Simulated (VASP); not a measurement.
An input for Ansatz (written as the equivalent of a VASP run, and not itself run):

Ansatz 0.2 input:
```yaml
crystal:
  lattice:
    - [2.8414395, 0.0000000, 0.0000000]
    - [0.0000000, 2.8414395, 0.0000000]
    - [0.0000000, 0.0000000, 2.8414395]
  atoms:
    - { symbol: Al, position: [0.5000000, 0.5000000, 0.5000000] }
    - { symbol: Fe, position: [0.0000000, 0.0000000, 0.0000000] }
kpoints:
  mp_grid: { grid: [12, 12, 12] }
hamiltonian:
  xc: r2scan
  pseudopotentials: { kind: paw }
scf:
  occupations: { method: methfessel_paxton, width: 0.1 }
  max_iter: 100
relax:
  max_steps: 60
  f_tol: 0.01
  cell: {}
output: { forces: true, stress: true, eigenvalues: true }
```

Write the VASP files for the same calculation (r2SCAN).

One answer among several that fit: 
INCAR:
```
SYSTEM = FeAl
PREC = Accurate
ENCUT = 400
EDIFF = 1E-6
NELM = 100
ALGO = Normal
LREAL = .FALSE.
LASPH = .TRUE.
ISMEAR = 1
SIGMA = 0.1
METAGGA = R2SCAN
LMIXTAU = .TRUE.
LMAXMIX = 4
LWAVE = .FALSE.
LCHARG = .FALSE.
IBRION = 2
ISIF = 3
NSW = 60
EDIFFG = -0.01
```

### KPOINTS
```
K-points
0
G
  12 12 12
```

### POSCAR
```
FeAl
1
    2.8414394532    -0.0000000000     0.0000000000
   -0.0000000000     2.8414394532    -0.0000000000
    0.0000000000     0.0000000000     2.8414394532
Al Fe
1 1
Direct
  0.5000000000   0.5000000000   0.5000000000
  0.0000000000   0.0000000000   0.0000000000
```

POTCAR, in this order: Al Fe (PBE.64 set). Program: vasp_std.

Limits of the translation: each code has its own PAW files, so the cut-off isn't converted (ENCUT is set for VASP's; basis.ecutwfc is left out, and Ansatz then takes the one that its files recommend); Ansatz stops its SCF on the density residual and VASP on the energy change (EDIFF).

The compound is FeAl in the CsCl type structure. This run relaxes it. Symmetry was kept, so distortions that lower it aren't found. The start is the result of an earlier pass.
